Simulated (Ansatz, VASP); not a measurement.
# Two plane-wave programs on Ta4O

```xyz
5
Lattice="5.4691 0.0000 0.0000 -2.7346 4.7364 0.0000 0.0000 0.0000 4.4610" Properties=species:S:1:pos:R:3 pbc="T T T"
Ta   -1.4084    3.9708    2.2305
Ta    0.0000    1.5313    2.2305
Ta    1.4084    3.9708    2.2305
Ta    0.0000    0.0000    0.0000
O     0.0000    3.1576    0.0000
```

Alike in both runs: functional PBE; k mesh 6 × 6 × 4; occupations gaussian, width 0.1 eV; no spin polarisation.

Ansatz relaxed the structure, and its values are those at the end. VASP's run is a single point on that final structure, the one shown.

|  | VASP | Ansatz |
| --- | --- | --- |
| version | VASP 6.6.1 | Ansatz 0.2.0 |
| potentials or method | VASP PAW PBE potentials, release 64 (Ta_pv, O) | scalar-relativistic, plane waves, PAW |
| plane-wave cutoff (eV) | 520 | 420 |
| valence electrons in the cell | 50 | 58 |

Ansatz gave:

| Item | Value |
| --- | --- |
| gap on the k mesh at the Fermi level (eV) | none |
| pressure (GPa) | 0.2 |

Question: What did VASP give for the same quantities?

Answer: gap on the k mesh at the Fermi level (eV): none; pressure (GPa): 0.3.

A gap of «none» marks a metal or a gap that the smearing closes. The two sets of potentials don't hold the same shells in valence.

The runs have no spin-orbit coupling, so splittings on Ta are missing.
